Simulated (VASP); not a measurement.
VASP input:

**KPOINTS**
```
K-points
0
G
 12 12 12
0 0 0
```

### POSCAR
```
As
1.0
  3.5682592492  -1.8704137679  -0.0288088676
  3.5682592492   1.8704137679  -0.0288088676
  2.6128160834   0.0000000000   3.0667478060
As
2
direct
  0.2288789519   0.2288789519   0.2288789519
  0.7711210481   0.7711210481   0.7711210481
```

### INCAR
```
! general
SYSTEM   = As
PREC     = Accurate
ENCUT    = 520
LREAL    = F
LASPH    = T

! electronic loop
EDIFF    = 1E-7
NELM     = 100
ALGO     = Normal
LMAXMIX  = 4

! smearing
ISMEAR   = 1
SIGMA    = 0.1

! functional
GGA      = MK
LUSE_VDW = T
AGGAC    = 0.0
PARAM1   = 0.1234
PARAM2   = 1.0

! ions
IBRION   = 2
NSW      = 30
ISIF     = 4
EDIFFG   = -0.01

! output
LWAVE    = F
LCHARG   = F
```

POTCAR, in this order: As (PBE.64 set). Program: vasp_std.

Question: Write an equivalent input for Quantum ESPRESSO's pw.x.

Answer: One equivalent input (not run):
```
&CONTROL
  calculation = 'vc-relax'
  pseudo_dir = './pseudo'
  outdir = './out'
  tprnfor = .true.
  tstress = .true.
  nstep = 30
  forc_conv_thr = 0.00039
/
&SYSTEM
  ibrav = 0
  nat = 2
  ntyp = 1
  ecutwfc = 84
  occupations = 'smearing'
  smearing = 'methfessel-paxton'
  degauss = 0.00735
  input_dft = 'vdw-df-ob86'
/
&ELECTRONS
  conv_thr = 7.3e-09
  electron_maxstep = 100
/
&IONS
/
&CELL
  cell_dofree = 'shape'
/
ATOMIC_SPECIES
  As 74.922 As.upf
CELL_PARAMETERS angstrom
     3.5682592   -1.8704138   -0.0288089
     3.5682592    1.8704138   -0.0288089
     2.6128161    0.0000000    3.0667478
ATOMIC_POSITIONS crystal
  As   0.2288790  0.2288790  0.2288790
  As   0.7711210  0.7711210  0.7711210
K_POINTS automatic
  12 12 12 0 0 0
```
The two are equivalent in intent, not identical: the potentials are each code's own (VASP's PAW set, PseudoDojo norm-conserving files in pw.x), so ENCUT and ecutwfc are chosen apart and not converted; conv_thr bounds pw.x's estimated SCF error, while EDIFF bounds the energy change between steps; forc_conv_thr acts on force components and is met together with etot_conv_thr.

The compound is As in the a7 structure. This cell is one point of a volume scan, at 0.94 of the reference volume. Symmetry was kept, so distortions that lower it aren't found.
